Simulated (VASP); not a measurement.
Energy against volume of MgO (rock salt). Calculation: MS2 meta-GGA, VASP's PBE PAW potentials (set 64) (plane waves; VASP 6.6.1).

| V (Å³/atom) | E (eV/atom) |
|---|---|
| 8.681 | -8.92567 |
| 8.959 | -8.94078 |
| 9.236 | -8.94570 |
| 9.513 | -8.94187 |
| 9.790 | -8.93057 |

Fit a third-order Birch-Murnaghan equation of state.

The volume per atom is 9.25 Å³/atom and the bulk modulus is 167 GPa. The pressure derivative of the bulk modulus is 4.15 and the lattice constant a is 4.198 Å.

Measured: bulk modulus 170 GPa at 0 K (computed value off by -1.5 %), as given by Daniel Mejia-Rodriguez et al., Physical Review B (2018), arXiv:1807.09216 [0 K value with the zero-point phonon effect removed]; a 4.189 Å at 0 K (computed value off by +0.2 %), as given by Daniel Mejia-Rodriguez et al., Physical Review B (2018), arXiv:1807.09216 [static lattice: zero-point anharmonic expansion removed].

The compound is MgO in the rock salt structure. It was relaxed first.
